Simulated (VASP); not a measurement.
All values below come from PBE0 hybrid, VASP's PBE PAW potentials (set 64) (plane waves; VASP).

VASP input:

INCAR:
```
SYSTEM = LiH
PREC = Accurate; ENCUT = 520; LREAL = .FALSE.
LASPH = .TRUE.; ISYM = 3
EDIFF = 1E-6; NELM = 60; ALGO = Normal
ISMEAR = 0; SIGMA = 0.05
GGA = PE; LHFCALC = .TRUE.; AEXX = 0.25
HFRCUT = -1; PRECFOCK = Fast
ISIF = 2
LWAVE = .FALSE.; LCHARG = .FALSE.
```

**POSCAR**
```
LiH
1
    0.0000000000     2.0189824585     2.0189824585
    2.0189824585     0.0000000000     2.0189824585
    2.0189824585     2.0189824585     0.0000000000
Li H
1 1
Direct
  0.0000000000   0.0000000000   0.0000000000
  0.5000000000   0.5000000000   0.5000000000
```

File KPOINTS:
```
Automatic mesh
0
Gamma
8 8 8
0 0 0
```

POTCAR, in this order: Li_sv H (PBE.64 set). Program: vasp_std. Read from the step before: WAVECAR.

Q: Estimate the energy per atom (σ→0), pressure, band gap (on the k-mesh).

A: 
```json
{
 "energy per atom (σ→0)": "-3.566 eV/atom",
 "band gap (on the k-mesh)": "4.67 eV",
 "pressure": "-1.45 GPa"
}
```

OSZICAR:
```
       N       E                     dE             d eps       ncg     rms          rms(c)
DAV:   1    -0.713146103890E+01   -0.71315E+01   -0.11619E-01   360   0.337E+00    0.851E-02
DAV:   2    -0.713232955159E+01   -0.86851E-03   -0.19541E-03   444   0.459E-01    0.609E-02
DAV:   3    -0.713227408555E+01    0.55466E-04   -0.52731E-05   456   0.767E-02    0.383E-02
DAV:   4    -0.713225198845E+01    0.22097E-04   -0.18063E-05   414   0.354E-02    0.237E-02
DAV:   5    -0.713224755885E+01    0.44296E-05   -0.85951E-06   444   0.241E-02    0.149E-02
DAV:   6    -0.713224725189E+01    0.30696E-06   -0.25697E-06   354   0.133E-02
   1 F= -.71322473E+01 E0= -.71322473E+01  d E =-.549954E-16
```

The compound is LiH in the rock salt structure. This cell is one point of a volume scan, at 1.03 of the reference volume. The cell's shape comes from a PBE relaxation.
